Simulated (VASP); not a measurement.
HfN (rock salt) is relaxed at rising pressure, each step from the one before. Symmetry mostly holds the structure type, and other phases were not tried. The mesh follows the cell, and a change of mesh leaves a small step in the series.

Input:

```xyz
2
Lattice="0.0000 2.2672 2.2672 2.2672 0.0000 2.2672 2.2672 2.2672 0.0000" Properties=species:S:1:pos:R:3 pbc="T T T"
Hf     0.0000     0.0000     0.0000
N      2.2672     2.2672     2.2672
```

Calculation: PBE GGA, VASP's PBE PAW potentials (set 64) (plane waves; VASP). Run with 620 eV cut-off, 14×14×14 Γ-centred mesh, first-order Methfessel-Paxton smearing of 0.10 eV, potentials Hf_pv N.

Unless said otherwise, spin-orbit coupling is left out, though it shifts the bands of the heavy elements here.

| P (GPa) | V (Å³/atom) | H − H(0) (eV/atom) | space group | gap on the mesh (eV) | k-mesh |
|---|---|---|---|---|---|
| 0 | 11.65 | 0.000 | Fm-3m | 0.00 | 14×14×14 |
| 5 | 11.45 | 0.361 | Fm-3m | 0.00 | 14×14×14 |
| 10 | 11.26 | 0.715 | Fm-3m | 0.00 | 14×14×14 |
| 20 | 10.93 | 1.408 | Fm-3m | 0.00 | 14×14×14 |
| 30 | 10.64 | 2.081 | Fm-3m | 0.00 | 14×14×14 |
| 45 | 10.27 | 3.059 | Fm-3m | 0.00 | 14×14×14 |

Pressures at which the relaxation failed are left out.

The compound is HfN in the rock salt structure. The electron count is odd and the run is not spin-polarised, which forces a metal.
